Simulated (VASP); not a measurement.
```
CELL_PARAMETERS angstrom
      4.29000     0.00000     0.00000
      0.00000     4.29000     0.00000
      0.00000     0.00000     4.29000
ATOMIC_POSITIONS crystal
  Cs 0.00000 0.00000 0.00000
  Br 0.50000 0.50000 0.50000
```

Method: PBE GGA, VASP's PBE PAW potentials (set 64) (plane waves; VASP 6.6.1). Numerical set-up: 520 eV cut-off, 6×6×6 Γ-centred mesh, Gaussian smearing of 0.050 eV, potentials Cs_sv Br.

Energy and stress use the plane-wave basis of the starting cell.

### Question
The ions, cell shape and volume are relaxed. Give the cell that the relaxation ends in.

### Answer

```
CELL_PARAMETERS angstrom
      4.39081     0.00000     0.00000
      0.00000     4.39081     0.00000
      0.00000     0.00000     4.39081
ATOMIC_POSITIONS crystal
  Cs 0.00000 0.00000 0.00000
  Br 0.50000 0.50000 0.50000
```
Space group Pm-3m (221), at a tolerance of 0.03 Å.

### Question
How do energy and volume change from the first to the last step?

### Answer
The energy (σ→0) changes by -8.9 meV/atom and the volume by +7.2 %, in 3 ionic steps.

The compound is CsBr in the CsCl type structure. This run relaxes it. Symmetry was kept, so distortions that lower it aren't found.
